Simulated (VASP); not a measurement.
# TiPb (Pm-3m) in VASP: notebook

The runs below take TiPb through single point, with PBEsol.

Program: VASP 6.6.1. These are calculated values, not measurements. Logs are shortened: lines on timing, memory, paths and dates and some standing lists are left out, and cuts for length are marked.

## (1) Starting point

The structure is cubic, space group Pm-3m (No. 221). The conventional cell has a = 3.447 Å, b = 3.447 Å, c = 3.447 Å, α = 90.00°, β = 90.00°, γ = 90.00°. Around Ti (site symmetry m-3m) lie 8 Pb at 2.99 Å. Pb (site symmetry m-3m) has 8 Ti at 2.99 Å as nearest neighbours.

The cell comes from a database or a generator and needn't be the stable form of this composition.

## (2) Single point, PBEsol

INCAR reads:

```
PREC = Accurate
ENCUT = 520
EDIFF = 1E-6
ISMEAR = 0
SIGMA = 0.05
LREAL = F
LASPH = T
NELM = 100
ALGO = Normal
ISIF = 2
LWAVE = F
LCHARG = T
GGA = PS
LELF = T
LVHAR = T
NBANDS = 20
```

KPOINTS reads:

```
Automatic mesh
0
Gamma
  6 6 6
```

POSCAR reads:

```
TiPb
1.0
    3.4473731326      0.0000000000      0.0000000000
    0.0000000000      3.4473731326      0.0000000000
    0.0000000000      0.0000000000      3.4473731326
Ti Pb
1 1
Direct
    0.0000000000      0.0000000000      0.0000000000
    0.5000000000      0.5000000000      0.5000000000
```

Potentials or basis: VASP PAW PBE potentials, release 64 (Ti_sv, Pb_d).

On the command line:

```console
cat potpaw_PBE.64/Ti_sv/POTCAR potpaw_PBE.64/Pb_d/POTCAR > POTCAR
mpirun -np 1 vasp_std > vasp.out
```

OUTCAR:

```text
PREC = Accurate
   ENCUT = 520
   EDIFF = 1E-6
   ISMEAR = 0
   LREAL = F
   LASPH = T
   NELM = 100
   ISIF = 2
   GGA = PS

 ion  position               nearest neighbor table
   1  0.000  0.000  0.000-   2 2.99   2 2.99   2 2.99   2 2.99   2 2.99   2 2.99   2 2.99   2 2.99

   2  0.500  0.500  0.500-   1 2.99   1 2.99   1 2.99   1 2.99   1 2.99   1 2.99   1 2.99   1 2.99

  LATTYP: Found a simple cubic cell.
 ALAT       =     3.4473731326

  Lattice vectors:

 A1 = (   3.4473731326,   0.0000000000,   0.0000000000)
 A2 = (   0.0000000000,   3.4473731326,   0.0000000000)
 A3 = (   0.0000000000,   0.0000000000,   3.4473731326)

Analysis of symmetry for initial positions (statically):
=====================================================================
 Subroutine PRICEL returns:
 Original cell was already a primitive cell.

 Routine SETGRP: Setting up the symmetry group for a
 simple cubic supercell.

 Subroutine GETGRP returns: Found 48 space group operations
 (whereof 48 operations were pure point group operations)
 out of a pool of 48 trial point group operations.

The static configuration has the point symmetry O_h .

Analysis of symmetry for dynamics (positions and initial velocities):
=====================================================================
 Subroutine PRICEL returns:
 Original cell was already a primitive cell.

 Routine SETGRP: Setting up the symmetry group for a
 simple cubic supercell.

 Subroutine GETGRP returns: Found 48 space group operations
 (whereof 48 operations were pure point group operations)
 out of a pool of 48 trial point group operations.

The dynamic configuration has the point symmetry O_h .

 Subroutine INISYM returns: Found 48 space group operations
 (whereof 48 operations are pure point group operations),
 and found     1 'primitive' translations

----------------------------------------------------------------------------------------

                                     Primitive cell

  volume of cell :      40.9699

  direct lattice vectors                    reciprocal lattice vectors
     3.447373133  0.000000000  0.000000000     0.290075939  0.000000000  0.000000000
     0.000000000  3.447373133  0.000000000     0.000000000  0.290075939  0.000000000
     0.000000000  0.000000000  3.447373133     0.000000000  0.000000000  0.290075939

  length of vectors
     3.447373133  3.447373133  3.447373133     0.290075939  0.290075939  0.290075939

  position of ions in fractional coordinates (direct lattice)
     0.000000000  0.000000000  0.000000000
     0.500000000  0.500000000  0.500000000

  ion indices of the primitive-cell ions
   primitive index   ion index
                 1           1
                 2           2

----------------------------------------------------------------------------------------

 KPOINTS: Automatic mesh

Automatic generation of k-mesh.
 Grid dimensions read from file:
 generate k-points for:    6    6    6

 Generating k-lattice:

  Cartesian coordinates                     Fractional coordinates (reciprocal lattice)
     0.048345990  0.000000000  0.000000000     0.166666667  0.000000000  0.000000000
     0.000000000  0.048345990  0.000000000     0.000000000  0.166666667  0.000000000
     0.000000000  0.000000000  0.048345990     0.000000000  0.000000000  0.166666667

  Length of vectors
     0.048345990  0.048345990  0.048345990

  Shift w.r.t. Gamma in fractional coordinates (k-lattice)
     0.000000000  0.000000000  0.000000000

 Subroutine IBZKPT returns following result:
 ===========================================

 Found     20 irreducible k-points:

 Following reciprocal coordinates:
            Coordinates               Weight
  0.000000  0.000000  0.000000      1.000000
  0.166667  0.000000  0.000000      6.000000
  0.333333  0.000000  0.000000      6.000000
  0.500000  0.000000  0.000000      3.000000
  0.166667  0.166667  0.000000     12.000000
  0.333333  0.166667  0.000000     24.000000
[... 12 lines left out ...]
  0.500000  0.500000  0.333333      6.000000
  0.500000  0.500000  0.500000      1.000000
   k-points           NKPTS =     20   k-points in BZ     NKDIM =     20   number of bands    NBANDS=     20
   number of dos      NEDOS =    301   number of ions     NIONS =      2
   total plane-waves  NPLWV =  21952
   dimension x,y,z NGX =    28 NGY =   28 NGZ =   28
   dimension x,y,z NGXF=    56 NGYF=   56 NGZF=   56
   ions per type =               1   1
   NGX,Y,Z   is equivalent  to a cutoff of  13.50, 13.50, 13.50 a.u.
   NGXF,Y,Z  is equivalent  to a cutoff of  27.01, 27.01, 27.01 a.u.
 SYSTEM =  unknown system
   PREC   = accura    normal or accurate (medium, high low for compatibility)
   ISTART =      0    job   : 0-new  1-cont  2-samecut
   ICHARG =      2    charge: 1-file 2-atom 10-const
   ISPIN  =      1    spin polarized calculation?
   LNONCOLLINEAR =      F non collinear calculations
   LSORBIT =      F    spin-orbit coupling
   LASPH  =      T    aspherical Exc in radial PAW
   ENCUT  =  520.0 eV  38.22 Ry    6.18 a.u.   6.41  6.41  6.41*2*pi/ulx,y,z
   NELM   =    100;   NELMIN=  2; NELMDL= -5     # of ELM steps
   EDIFF  = 0.1E-05   stopping-criterion for ELM
   LREAL  =      F    real-space projection
   EDIFFG = 0.1E-04   stopping-criterion for IOM
   NSW    =      0    number of steps for IOM
   IBRION =     -1    ionic relax: 0-MD 1-quasi-New 2-CG
   NFREE  =      0    steps in history (QN), initial steepest desc. (CG)
   ISIF   =      2    stress and relaxation
   ISYM   =      2    0-nonsym 1-usesym 2-fastsym
   POTIM  = 0.5000    time-step for ionic-motion
   TEBEG  =    0.0;   TEEND  =   0.0 temperature during run
   PSTRESS=    0.0 pullay stress
   NELECT =      26.0000    total number of electrons
   NUPDOWN=      -1.0000    fix difference up-down
   EMIN   =  10.00;   EMAX   =-10.00  energy-range for DOS
   EFERMI =   0.00;   METHOD = LEGACY
   ISMEAR =     0;   SIGMA  =   0.05  broadening in eV -4-tet -1-fermi 0-gaus
   EFERMI_NEDOS =   21; number of points for ismear=-14 and -15
   IALGO  =     38    algorithm
   IMIX   =      4    mixing-type and parameters
     AMIX     =   0.40;   BMIX     =  1.00
     AMIX_MAG =   1.60;   BMIX_MAG =  1.00
  volume/ion in A,a.u.               =      20.48       138.24
  Fermi-wavevector in a.u.,A,eV,Ry     =   1.406839  2.658540 26.928586  1.979195
  Thomas-Fermi vector in A             =   2.529159
   LORBIT       =      0    0 simple, 1 ext, 2 COOP (PROOUT), +10 PAW based schemes
   GGA     = PS    functional components
   LHFCALC =     F    Hartree Fock is set to
   AEXX    =    0.0000 exact exchange contribution
   IVDW    =     0    specifies the selected vdW correction
   LEPSILON=     F    determine dielectric tensor
   LRPA    =     F    only Hartree local field effects (RPA)
 non-spin polarized calculation
 Gauss-broadening in eV      SIGMA  =   0.05
  energy-cutoff  :      520.00
  volume of cell :       40.97
 maximum number of plane-waves:      1141
 NGX is ok and might be reduce to    28
   NGX = 13   NGY = 13   NGZ = 13

 number of electron      25.9999988 magnetization

 Free energy of the ion-electron system (eV)
  ---------------------------------------------------
  ext. energy  EPLUGINS =         0.00000000
  ---------------------------------------------------
  free energy    TOTEN  =       -12.01857643 eV

  energy without entropy =      -12.00911384  energy(sigma->0) =      -12.01384514

 E-fermi :   9.3474     XC(G=0): -11.6251

 val. band max:        9.3276861668   @ k =   0.5000   0.3333   0.1667
 cond. band min:       9.3533981914   @ k =   0.1667   0.1667   0.0000
 fundamental gap:      0.0257120246
 Fermi energy:         9.3473625110

 k-point     1 :       0.0000    0.0000    0.0000
  band No.  band energies     occupation
      1     -47.4633      2.00000
      2     -23.8129      2.00000
      3     -23.8129      2.00000
      4     -23.8129      2.00000
      5      -7.5193      2.00000
      6      -7.5193      2.00000
[... 12 lines left out ...]
     19      15.1651      0.00000
     20      18.9511      0.00000

 k-point     2 :       0.1667    0.0000    0.0000
  band No.  band energies     occupation
      1     -47.4620      2.00000
      2     -23.8322      2.00000
      3     -23.8116      2.00000
      4     -23.8116      2.00000
      5      -7.5115      2.00000
      6      -7.4446      2.00000
[... 12 lines left out ...]
     19      16.3984      0.00000
     20      18.7534      0.00000

 k-point     3 :       0.3333    0.0000    0.0000
  band No.  band energies     occupation
      1     -47.4593      2.00000
      2     -23.8709      2.00000
      3     -23.8091      2.00000
      4     -23.8091      2.00000
      5      -7.4959      2.00000
      6      -7.2972      2.00000
[... 12 lines left out ...]
     19      16.7873      0.00000
     20      18.2928      0.00000

 k-point     4 :       0.5000    0.0000    0.0000
  band No.  band energies     occupation
      1     -47.4580      2.00000
      2     -23.8901      2.00000
      3     -23.8078      2.00000
      4     -23.8078      2.00000
      5      -7.4881      2.00000
      6      -7.3032      2.00000
[... 12 lines left out ...]
     19      16.8331      0.00000
     20      18.0412      0.00000

 k-point     5 :       0.1667    0.1667    0.0000
  band No.  band energies     occupation
      1     -47.4607      2.00000
      2     -23.8319      2.00000
      3     -23.8291      2.00000
      4     -23.8102      2.00000
      5      -7.4727      2.00000
      6      -7.4009      2.00000
[... 12 lines left out ...]
     19      17.5980      0.00000
     20      19.8654      0.00000
[... 261 lines left out ...]
      6      -7.3679      2.00000
[... 12 lines left out ...]
     19      15.4942      0.00000
     20      16.3357      0.00000

 k-point    18 :       0.5000    0.3333    0.3333
  band No.  band energies     occupation
      1     -47.4506      2.00000
      2     -23.8753      2.00000
      3     -23.8560      2.00000
      4     -23.8553      2.00000
      5      -7.4163      2.00000
      6      -7.3923      2.00000
[... 12 lines left out ...]
     19      14.4616      0.00000
     20      14.8966      0.00000

 k-point    19 :       0.5000    0.5000    0.3333
  band No.  band energies     occupation
      1     -47.4494      2.00000
      2     -23.8735      2.00000
      3     -23.8735      2.00000
      4     -23.8541      2.00000
      5      -7.4334      2.00000
      6      -7.3950      2.00000
[... 12 lines left out ...]
     19      14.2670      0.00000
     20      15.6343      0.00000

 k-point    20 :       0.5000    0.5000    0.5000
  band No.  band energies     occupation
      1     -47.4481      2.00000
      2     -23.8721      2.00000
      3     -23.8721      2.00000
      4     -23.8721      2.00000
      5      -7.4198      2.00000
      6      -7.4198      2.00000
[... 12 lines left out ...]
     19      14.1317      0.00000
     20      14.1317      0.00000

------------------------ aborting loop because EDIFF is reached ----------------------------------------

  FORCE on cell =-STRESS in cart. coord.  units (eV):
  Direction    XX          YY          ZZ          XY          YZ          ZX
  --------------------------------------------------------------------------------------
  -------------------------------------------------------------------------------------
  Total       -0.0069930     -0.0069930     -0.0069930      0.0000000     -0.0000000      0.0000000
  in kB       -0.2734692     -0.2734692     -0.2734692      0.0000000     -0.0000000      0.0000000
  external PRESSURE =      -0.2734692 kB  Pullay stress =       0.0000000 kB

 VOLUME and BASIS-vectors are now :
 -----------------------------------------------------------------------------
  energy-cutoff  :      520.00
  volume of cell :       40.97
      direct lattice vectors                 reciprocal lattice vectors
     3.447373133  0.000000000  0.000000000     0.290075939  0.000000000  0.000000000
     0.000000000  3.447373133  0.000000000     0.000000000  0.290075939  0.000000000
     0.000000000  0.000000000  3.447373133     0.000000000  0.000000000  0.290075939

 POSITION                                       TOTAL-FORCE (eV/Angst)
 -----------------------------------------------------------------------------------
      0.00000      0.00000      0.00000         0.000000      0.000000      0.000000
      1.72369      1.72369      1.72369         0.000000      0.000000      0.000000
 -----------------------------------------------------------------------------------
    total drift:                                0.000000      0.000000      0.000000

  FREE ENERGIE OF THE ION-ELECTRON SYSTEM (eV)
  ---------------------------------------------------
  free  energy   TOTEN  =       -12.0185764340 eV

  energy  without entropy=      -12.0091138397  energy(sigma->0) =      -12.01384514
```

It took 7.8 s on 1 thread of Intel Xeon 6975P-C (Granite Rapids), shared host; peak memory 0.16 GiB.

What came out:

| Item | Value |
| --- | --- |
| Free energy | -12.0186 eV |
| Pressure | 0.0 GPa |
| Band gap on the k mesh | none (metal or under the smearing width) |

Levels at points of the mesh, in eV from the Fermi level:
| k point | band 10 | band 11 | band 12 | band 13 | band 14 | band 15 | band 16 | band 17 |
| --- | --- | --- | --- | --- | --- | --- | --- | --- |
| (0.00, 0.00, 0.00) | -11.60 | -0.68 | -0.68 | 1.49 | 1.49 | 1.49 | 2.47 | 2.47 |
| (0.50, 0.00, 0.00) | -9.41 | -5.58 | -0.57 | -0.28 | -0.28 | 1.41 | 2.17 | 7.29 |
| (0.50, 0.50, 0.00) | -8.13 | -3.13 | -3.13 | -0.78 | 0.90 | 0.90 | 2.10 | 2.26 |
| (0.50, 0.50, 0.50) | -5.80 | -3.32 | -3.32 | -3.32 | 2.15 | 2.15 | 3.31 | 3.31 |

Caveat: the PAW data sets were made with another functional, which shifts forces and pressure a little. The run has no spin-orbit coupling, so splittings on Pb are missing.

## (3) Single point, PBEsol

This run uses another cell than the first one, of 19.09 Å³/atom, 0.932 times its volume.

INCAR reads:

```
PREC = Accurate ; ENCUT = 520
EDIFF = 1E-7 ; ISMEAR = -1
SIGMA = 0.15 ; LREAL = F
LASPH = T ; NELM = 100
ALGO = Normal ; ISIF = 2
LWAVE = F ; LCHARG = F
GGA = PS ; NBANDS = 20
```

KPOINTS reads:

```
regular mesh
0
Gamma
  12 12 12
```

POSCAR reads:

```
TiPb
1.0
    3.3674000000      0.0000000000      0.0000000000
    0.0000000000      3.3674000000      0.0000000000
    0.0000000000      0.0000000000      3.3674000000
Ti Pb
1 1
Direct
    0.0000000000      0.0000000000      0.0000000000
    0.5000000000      0.5000000000      0.5000000000
```

Potentials or basis: VASP PAW PBE potentials, release 64 (Ti_sv, Pb_d).

On the command line:

```console
cat potpaw_PBE.64/Ti_sv/POTCAR potpaw_PBE.64/Pb_d/POTCAR > POTCAR
mpirun -np 1 vasp_std > vasp.out
```

Wall time 27 s (1 thread of Intel Xeon 6975P-C (Granite Rapids), shared host); peak memory 0.2 GiB.

Results (log left out):

```
Free energy            : -12.0597 eV
Pressure               : 7.6 GPa
Band gap on the k mesh : none (metal or under the smearing width)
```

Levels at points of the mesh, in eV from the Fermi level:
```csv
k point,band 10,band 11,band 12,band 13,band 14,band 15,band 16,band 17
"(0.00, 0.00, 0.00)",-12.16,-0.81,-0.81,1.61,1.61,1.61,2.56,2.56
"(0.50, 0.00, 0.00)",-9.72,-5.98,-0.74,-0.38,-0.38,1.49,2.36,7.85
"(0.50, 0.50, 0.00)",-8.37,-3.39,-3.39,-0.85,0.96,0.96,2.27,2.58
"(0.50, 0.50, 0.50)",-5.71,-3.68,-3.68,-3.68,2.33,2.33,3.50,3.50
```

Caveat: the PAW data sets were made with another functional, which shifts forces and pressure a little.
